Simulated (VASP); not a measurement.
The system is Zn3P.

```
CELL_PARAMETERS angstrom
3.97552 0.00000 0.00000
0.00000 3.97552 0.00000
0.00000 0.00000 3.97552
ATOMIC_POSITIONS crystal
Zn 0.50000 0.50000 0.00000
Zn 0.50000 0.00000 0.50000
Zn 0.00000 0.50000 0.50000
P 0.00000 0.00000 0.00000
```

The cell comes from a database or a generator and needn't be the stable form of this composition.

Program: VASP 6.6.1. Alike in all runs: task single point; no spin polarisation; cell as given.

Problem. Order these runs on this cell by their pressure, lowest first.
A. level RPBE; potentials or basis VASP PAW PBE potentials, release 64 (Zn, P); k mesh 7 × 7 × 7; cutoff (eV) 520; smearing gaussian 0.1 eV; mesh quality not flagged
B. level PBE; potentials or basis VASP PAW PBE potentials, release 64 (Zn, P); k mesh 7 × 7 × 7; cutoff (eV) 520; smearing gaussian 0.05 eV; mesh quality not flagged
C. level PBE; potentials or basis VASP PAW PBE potentials, release 64 (Zn_GW, P_GW); k mesh 3 × 3 × 3; cutoff (eV) 450; smearing gaussian 0.02 eV; mesh quality coarse

Solution. C (-2.7 GPa), B (-0.7 GPa), A (1.9 GPa).

Caveats: some runs use coarse meshes; the PAW data sets were made with another functional, which shifts forces and pressure a little (some runs).

Not every run made on this cell is shown here.
